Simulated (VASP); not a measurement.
An input for Ansatz (written as the equivalent of a VASP run, and not itself run):

Ansatz 0.2 input:
```yaml
crystal:
  lattice:
    - [0.0000000, 3.2819916, 3.2819916]
    - [3.2819916, 0.0000000, 3.2819916]
    - [3.2819916, 3.2819916, 0.0000000]
  atoms:
    - { symbol: Rb, position: [0.0000000, 0.0000000, 0.0000000] }
    - { symbol: Cl, position: [0.5000000, 0.5000000, 0.5000000] }
kpoints:
  mp_grid: { grid: [7, 7, 7] }
hamiltonian:
  xc: pbe
  dispersion: d4
  pseudopotentials: { kind: paw }
scf:
  occupations: { method: gaussian, width: 0.05 }
  max_iter: 100
output: { forces: true, stress: true, eigenvalues: true }
```

Task: Write the VASP files for the same calculation (PBE-D4).

Result: One answer among several that fit: 
**INCAR**
```
SYSTEM=RbCl
PREC=Accurate; ENCUT=520; LREAL=F
LASPH=T
EDIFF=1E-7; NELM=100; ALGO=Normal
LMAXMIX=4
ISMEAR=0; SIGMA=0.05
GGA=PE; IVDW=13
ISIF=2
LWAVE=F; LCHARG=F
```

### POSCAR
```
RbCl
3.2819920
  0.0000000000   0.9999998909   0.9999998909
  0.9999998909   0.0000000000   0.9999998909
  0.9999998909   0.9999998909   0.0000000000
Rb Cl
1 1
Cart
  0.0000000000   0.0000000000   0.0000000000
  0.9999998909   0.9999998909   0.9999998909
```

File KPOINTS:
```
Automatic mesh
0
Gamma
7 7 7
```

POTCAR, in this order: Rb_sv Cl (PBE.64 set). Program: vasp_std.

Limits of the translation: each code has its own PAW files, so the cut-off isn't converted (ENCUT is set for VASP's; basis.ecutwfc is left out, and Ansatz then takes the one that its files recommend); Ansatz stops its SCF on the density residual and VASP on the energy change (EDIFF).

The compound is RbCl in the rock salt structure. This cell is one point of a volume scan, at 0.97 of the reference volume.
